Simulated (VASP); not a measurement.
An input for Quantum ESPRESSO's pw.x (written as the equivalent of a VASP run, and not itself run):

```
&CONTROL
  calculation = 'vc-relax'
  pseudo_dir = './pseudo'
  outdir = './out'
  tprnfor = .true.
  tstress = .true.
  nstep = 60
  forc_conv_thr = 0.00078
/
&SYSTEM
  ibrav = 0
  nat = 6
  ntyp = 2
  ecutwfc = 72
  occupations = 'smearing'
  smearing = 'gaussian'
  degauss = 0.003675
  input_dft = 'pz'
/
&ELECTRONS
  conv_thr = 7.3e-08
  electron_maxstep = 100
/
&IONS
/
&CELL
/
ATOMIC_SPECIES
  Ca 40.078 Ca.upf
  Cl 35.450 Cl.upf
CELL_PARAMETERS angstrom
     4.0669480    0.0000000    0.0000000
     0.0000000    6.1061834    0.0000000
     0.0000000   -0.0000000    6.3149202
ATOMIC_POSITIONS crystal
  Ca   0.0000000  0.0000000  0.0000000
  Ca   0.5000000  0.5000000  0.5000000
  Cl   0.0000000  0.2766253  0.3265686
  Cl   0.5000000  0.7766253  0.1734314
  Cl   0.5000000  0.2233747  0.8265686
  Cl   0.0000000  0.7233747  0.6734314
K_POINTS automatic
  5 4 3 0 0 0
```

Problem. Translate this input to VASP (INCAR, KPOINTS, POSCAR, choice of POTCAR).

Solution. Several could match; the one computed here: 
INCAR:
```
ALGO=Normal
EDIFF=1E-6
EDIFFG=-0.02
ENCUT=400
IBRION=2
ISIF=3
ISMEAR=0
LASPH=T
LCHARG=F
LREAL=F
LWAVE=F
NELM=100
NSW=60
PREC=Accurate
SIGMA=0.05
SYSTEM=CaCl2
```

File KPOINTS:
```
K-points
0
Gamma
  5 4 3
```

**POSCAR**
```
CaCl2
1
    4.0669480005     0.0000000000     0.0000000000
    0.0000000000     6.1061834393     0.0000000000
    0.0000000000    -0.0000000000     6.3149201938
Ca Cl
2 4
Direct
  0.0000000000   0.0000000000   0.0000000000
  0.5000000000   0.5000000000   0.5000000000
  0.0000000000   0.2766252967   0.3265685774
  0.5000000000   0.7766252967   0.1734314226
  0.5000000000   0.2233747033   0.8265685774
  0.0000000000   0.7233747033   0.6734314226
```

POTCAR, in this order: Ca_sv Cl (LDA.64 set). Program: vasp_std.

Limits of the translation: the potentials are each code's own (VASP's PAW set, PseudoDojo norm-conserving files in pw.x), so ENCUT and ecutwfc are chosen apart and not converted; conv_thr bounds pw.x's estimated SCF error, while EDIFF bounds the energy change between steps; forc_conv_thr acts on force components and is met together with etot_conv_thr.

The compound is CaCl2 in the sg58 structure. This run relaxes it. Symmetry was kept, so distortions that lower it aren't found. The start is the result of an earlier pass.
